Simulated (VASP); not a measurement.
OSZICAR of a VASP run on V (bcc):

File OSZICAR:
```
       N       E                     dE             d eps       ncg     rms          rms(c)
DAV:   1     0.688789540949E+02    0.68879E+02   -0.64005E+03  1448   0.116E+03
DAV:   2    -0.930261547952E+01   -0.78182E+02   -0.76503E+02  1470   0.324E+02
DAV:   3    -0.104811808052E+02   -0.11786E+01   -0.11659E+01  1528   0.463E+01
DAV:   4    -0.104896656306E+02   -0.84848E-02   -0.84738E-02  1474   0.394E+00
DAV:   5    -0.104897413115E+02   -0.75681E-04   -0.75680E-04  1518   0.387E-01    0.162E+01
DAV:   6    -0.895307410305E+01    0.15367E+01   -0.69180E+00  1450   0.377E+01    0.139E+00
DAV:   7    -0.893388965612E+01    0.19184E-01   -0.38374E-02  1446   0.328E+00    0.807E-01
DAV:   8    -0.892453554628E+01    0.93541E-02   -0.69902E-03  1458   0.134E+00    0.545E-02
DAV:   9    -0.892459017008E+01   -0.54624E-04   -0.66572E-05  1438   0.127E-01    0.265E-02
DAV:  10    -0.892459132603E+01   -0.11559E-05   -0.53910E-06  1472   0.257E-02    0.140E-03
DAV:  11    -0.892459132647E+01   -0.43383E-09   -0.12862E-07   720   0.482E-03
   1 F= -.89245913E+01 E0= -.89247029E+01  d E =0.334628E-03
```

### Question
Which electronic solver shows in the log?

### Answer
It is blocked Davidson (ALGO = Normal, or the opening steps of other solvers). The INCAR had ALGO = Normal.

### Question
How was spin treated?

### Answer
Without spin polarisation: there is no mag entry.

### Question
Can the final energy be trusted as converged?

### Answer
Self-consistency was reached. It stopped with EDIFF = 1E-6, NELM = 100 (PBE GGA, plane waves, VASP's PBE PAW potentials (set 64)).

The compound is V in the bcc structure. The cell was not relaxed at this level. The run is one of a series of settings (KPOINTS 12×12×12 Γ-centred mesh against the base run), some of them coarse on purpose. The run is not spin-polarised, so no magnetic state was tried.
